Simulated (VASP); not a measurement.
Here is the system:

```xyz
1
Lattice="-1.5005 1.5005 1.5005 1.5005 -1.5005 1.5005 1.5005 1.5005 -1.5005" Properties=species:S:1:pos:R:3 pbc="T T T"
V      0.0000     0.0000     0.0000
```

All values below come from PBE GGA, VASP's PBE PAW potentials (set 64) (plane waves; VASP). Run with 300 eV cut-off, 20×20×20 Γ-centred mesh, Fermi-Dirac smearing of 0.10 eV, potentials V_sv.

### Question
Predict the energy per atom (σ→0), band gap (on the k-mesh) with the smallest direct gap where there is one.

### Answer

The band gap (on the k-mesh) is none (metal, semimetal or under 0.01 eV) and the energy per atom (σ→0) comes out as -8.997 eV/atom.

Total energies compare only between runs with the same potentials, cut-off and functional.

The structure is a typed V crystal. The cell was not relaxed at this level. The run is not spin-polarised, so no magnetic state was tried.
